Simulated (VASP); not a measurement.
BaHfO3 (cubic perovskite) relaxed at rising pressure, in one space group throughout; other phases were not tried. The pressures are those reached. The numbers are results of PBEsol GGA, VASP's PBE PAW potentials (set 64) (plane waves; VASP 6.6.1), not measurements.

```
P (GPa)  V (Å³/atom)  k-mesh
-------  -----------  ------
-0.21         14.345   6×6×6
4.93          13.950   6×6×6
9.93          13.616   6×6×6
19.99         13.051   6×6×6
30.02         12.592   6×6×6
```

Task: Fit an equation of state and predict the volume at 44.91 GPa.

Result: Least squares on the third-order Birch-Murnaghan form, P = (3B0/2)(y⁷ − y⁵)[1 + (3/4)(B′ − 4)(y² − 1)] with y = (V0/V)^(1/3), gives V0 = 14.328 Å³/atom, B0 = 174 GPa and B′ = 4.5, and so 12.036 Å³/atom. The run gave 12.030 Å³/atom, -0.0 % from the fit.

Pressures at which the relaxation failed are left out.

The compound is BaHfO3 in the cubic perovskite structure.
